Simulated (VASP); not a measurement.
The system is LiF.

```
Li F
1.0
     0.00000    2.02704    2.02704
     2.02704    0.00000    2.02704
     2.02704    2.02704    0.00000
Li F
1 1
Direct
  0.00000 0.00000 0.00000
  0.50000 0.50000 0.50000
```

The cell was built by a generator and needn't be a form met in nature.

Base run:

| Property | Result |
| --- | --- |
| Program | VASP 6.6.1 |
| Functional | r2SCAN |
| Potentials or basis | VASP PAW PBE potentials, release 64 (Li_sv, F) |
| Cutoff | 520 eV |
| k mesh | 12 × 12 × 12 |
| Occupations | gaussian, width 0.02 eV |
| Spin | no spin polarisation |

Its results: band gap on the k mesh 10.07 eV, direct.

The run is repeated on the same cell with these changes: functional from r2SCAN to PBE0; k mesh from 12 × 12 × 12 to 8 × 8 × 8. What comes out?

Band gap on the k mesh 11.96 eV, direct.

Several settings changed at once, so the effect can't be laid on one alone.

A k mesh can miss the band edges.
